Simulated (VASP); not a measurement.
The system is InAs.

```
In As
1.0
     0.00000    3.04545    3.04545
     3.04545    0.00000    3.04545
     3.04545    3.04545    0.00000
In As
1 1
Direct
  0.00000 0.00000 0.00000
  0.25000 0.25000 0.25000
```

Program: VASP 6.6.1. Alike in all runs: potentials or basis VASP PAW PBE potentials, release 64 (In_d, As); cell as given; k mesh 10 × 10 × 10; cutoff (eV) 520; smearing gaussian 0.03 eV. Hardware: 4 MPI ranks on Intel(R) Xeon(R) Platinum 8559C (Emerald Rapids), with other jobs on the host.

Question: Order these runs on this cell by their wall time, lowest first.
A. task band structure; level PBE; spin SOC, no magnetisation
B. task band structure; level r2SCAN; spin off
C. task band structure; level TB-mBJ; spin SOC, no magnetisation
D. task optical spectrum; level PBE; spin off

Answer: D (28 s), B (92 s), A (220 s), C (600 s).

Caveats: independent-particle spectra lack excitons (some runs); the intraband (Drude) part of a metal's response may be missing (some runs).
